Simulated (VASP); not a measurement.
Input:

```
CELL_PARAMETERS angstrom
      5.20204     0.00000     0.00000
      0.00000     4.99652     0.00000
      0.00000     0.00000     5.02255
ATOMIC_POSITIONS crystal
  Zr 0.03027 0.73354 0.74906
  Zr 0.96973 0.26646 0.24906
  Zr 0.46973 0.73354 0.24906
  Zr 0.53027 0.26646 0.74906
  O  0.22988 0.46330 0.50084
  O  0.77012 0.53670 0.00084
  O  0.27012 0.46330 0.00084
  O  0.72988 0.53670 0.50084
  O  0.36503 0.93264 0.60611
  O  0.63497 0.06736 0.10611
  O  0.13497 0.93264 0.10611
  O  0.86503 0.06736 0.60611
```

The numbers are results of PBEsol GGA, VASP's PBE PAW potentials (set 64) (plane waves; VASP), not measurements. Run with 400 eV cut-off, 5×6×5 Γ-centred mesh, Gaussian smearing of 0.050 eV, potentials Zr_sv O.

At this cut-off the stress carries a Pulay error, which pulls relaxed volumes low.

Q: Give the force on each atom (eV/Å).

A: 
| atom | Fx | Fy | Fz |
|---|---|---|---|
| Zr1 | -0.023 | -0.159 | -0.084 |
| Zr2 | 0.023 | 0.159 | -0.084 |
| Zr3 | 0.023 | -0.159 | -0.084 |
| Zr4 | -0.023 | 0.159 | -0.084 |
| O5 | 0.107 | -0.089 | 0.072 |
| O6 | -0.107 | 0.089 | 0.072 |
| O7 | -0.107 | -0.089 | 0.072 |
| O8 | 0.107 | 0.089 | 0.072 |
| O9 | -0.010 | -0.115 | 0.013 |
| O10 | 0.010 | 0.115 | 0.013 |
| O11 | 0.010 | -0.115 | 0.013 |
| O12 | -0.010 | 0.115 | 0.013 |

Q: Give the stress tensor in GPa (positive for a compressed cell).

A: 
```
2.73  0.00  0.00
0.00  3.56  0.00
0.00  0.00  2.33
```
The pressure is its mean diagonal, 2.88 GPa.

The structure comes from a computed database's ZrO2 entry; how it stands against other phases isn't given here. The cell was not relaxed at this level.
